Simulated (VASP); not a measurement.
VASP ran on this input.

INCAR:
```
SYSTEM = HgS
PREC = Accurate; ENCUT = 520; LREAL = .FALSE.
LASPH = .TRUE.
EDIFF = 1E-6; NELM = 100; ALGO = Normal
LMAXMIX = 6
ISMEAR = 0; SIGMA = 0.05
GGA = PE
LWAVE = .TRUE.; LCHARG = .FALSE.
```

**KPOINTS**
```
Regular mesh
0
Gamma
  6 6 6
0 0 0
```

**POSCAR**
```
HgS
1
    0.0000000000     3.0002722796     3.0002722796
    3.0002722796     0.0000000000     3.0002722796
    3.0002722796     3.0002722796     0.0000000000
Hg S
1 1
Direct
  0.0000000000   0.0000000000   0.0000000000
  0.2500000000   0.2500000000   0.2500000000
```

POTCAR, in this order: Hg S (PBE.64 set). Program: vasp_std.

Q: Translate this PBE calculation to Ansatz.

A: One equivalent input (not run):
Ansatz 0.2 input:
```yaml
crystal:
  lattice:
    - [0.0000000, 3.0002723, 3.0002723]
    - [3.0002723, 0.0000000, 3.0002723]
    - [3.0002723, 3.0002723, 0.0000000]
  atoms:
    - { symbol: Hg, position: [0.0000000, 0.0000000, 0.0000000] }
    - { symbol: S, position: [0.2500000, 0.2500000, 0.2500000] }
kpoints:
  mp_grid: { grid: [6, 6, 6] }
hamiltonian:
  xc: pbe
  pseudopotentials: { kind: paw }
scf:
  occupations: { method: gaussian, width: 0.05 }
  max_iter: 100
output: { forces: true, stress: true, eigenvalues: true }
```
Limits of the translation: each code has its own PAW files, so the cut-off isn't converted (ENCUT is set for VASP's; basis.ecutwfc is left out, and Ansatz then takes the one that its files recommend); Ansatz stops its SCF on the density residual and VASP on the energy change (EDIFF).

The compound is HgS in the zinc blende structure, metacinnabar; cinnabar is the stable form. It was relaxed first, which changed the volume by +8 %. The k-mesh is coarse (spacing up to 0.30 per Å, 2π included), so the numbers may not be converged in it.
